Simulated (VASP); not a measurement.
Consider the following.

```yaml
crystal:
  lattice:
    - [4.37831, 0.00000, 0.00000]
    - [0.00000, 4.37831, 0.00000]
    - [0.00000, 0.00000, 4.37831]
  atoms:
    - { symbol: Cs, position: [0.00000, 0.00000, 0.00000] }
    - { symbol: Br, position: [0.50000, 0.50000, 0.50000] }
```

Calculation: PW91 GGA, VASP's PBE PAW potentials (set 64) (plane waves; VASP 6.6.1). Numerical set-up: 520 eV cut-off, Gaussian smearing of 0.050 eV, potentials Cs_sv Br.

Unless said otherwise, spin-orbit coupling is left out, though it shifts the bands of the heavy elements here.

### Question
Give the energies of bands 3 to 11 at the high-symmetry points, in eV from the valence-band maximum.

### Answer

| band | Γ | X | M | R |
|---|---|---|---|---|
| 3 | -6.49 | -6.83 | -6.97 | -6.83 |
| 4 | -6.49 | -6.40 | -6.97 | -6.83 |
| 5 | -6.49 | -6.40 | -6.35 | -6.83 |
| 6 | -0.02 | -1.21 | -0.56 | -1.05 |
| 7 | -0.02 | -0.18 | -0.56 | -1.05 |
| 8 | -0.02 | -0.18 | 0.00 | -1.05 |
| 9 | 4.28 | 5.90 | 5.22 | 8.01 |
| 10 | 4.96 | 7.00 | 5.43 | 8.01 |
| 11 | 4.96 | 7.41 | 7.14 | 8.01 |

The gap is indirect, 4.28 eV, from the valence maximum at M to the conduction minimum at Γ.

Measured: gap 7.30 eV (computed value off by -3.02 eV), as given by Aguado et al., (1998), arXiv:cond-mat/9809176.

The compound is CsBr in the CsCl type structure. It was relaxed first, which changed the volume by +6 %.
